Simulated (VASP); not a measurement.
An input for Quantum ESPRESSO's pw.x (written as the equivalent of a VASP run, and not itself run):

```
&CONTROL
  calculation = 'scf'
  pseudo_dir = './pseudo'
  outdir = './out'
  tprnfor = .true.
  tstress = .true.
/
&SYSTEM
  ibrav = 0
  nat = 3
  ntyp = 2
  ecutwfc = 88
  occupations = 'smearing'
  smearing = 'gaussian'
  degauss = 0.003675
  input_dft = 'pbe'
  vdw_corr = 'grimme-d3'
  dftd3_version = 4
  dftd3_threebody = .false.
/
&ELECTRONS
  conv_thr = 7.3e-09
  electron_maxstep = 100
/
ATOMIC_SPECIES
  Be 9.012 Be.upf
  C 12.011 C.upf
CELL_PARAMETERS angstrom
     0.0000000    2.1804030    2.1804030
     2.1804030    0.0000000    2.1804030
     2.1804030    2.1804030    0.0000000
ATOMIC_POSITIONS crystal
  Be   0.2500000  0.2500000  0.2500000
  Be   0.7500000  0.7500000  0.7500000
  C    0.0000000  0.0000000  0.0000000
K_POINTS automatic
  9 9 9 0 0 0
```

Q: Translate this input to VASP (INCAR, KPOINTS, POSCAR, choice of POTCAR).

A: This is not unique; one that fits is 
File POSCAR:
```
Be2C
1
    0.0000000000     2.1804030183     2.1804030183
    2.1804030183     0.0000000000     2.1804030183
    2.1804030183     2.1804030183     0.0000000000
Be C
2 1
Direct
  0.2500000000   0.2500000000   0.2500000000
  0.7500000000   0.7500000000   0.7500000000
  0.0000000000   0.0000000000   0.0000000000
```

### INCAR
```
# general
SYSTEM=Be2C
PREC  =Accurate
ENCUT =520
LREAL =F
LASPH =T

# electronic loop
EDIFF =1E-7
NELM  =100
ALGO  =Normal

# smearing
ISMEAR=0
SIGMA =0.05

# functional
GGA   =PE
IVDW  =12

# ions
ISIF  =2

# output
LWAVE =F
LCHARG=F
```

**KPOINTS**
```
Automatic mesh
0
Gamma
9 9 9
0 0 0
```

POTCAR, in this order: Be C (PBE.64 set). Program: vasp_std.

Limits of the translation: the potentials are each code's own (VASP's PAW set, PseudoDojo norm-conserving files in pw.x), so ENCUT and ecutwfc are chosen apart and not converted; conv_thr bounds pw.x's estimated SCF error, while EDIFF bounds the energy change between steps.

The compound is Be2C in the antifluorite structure. This cell is one point of a volume scan, at 1.06 of the reference volume.
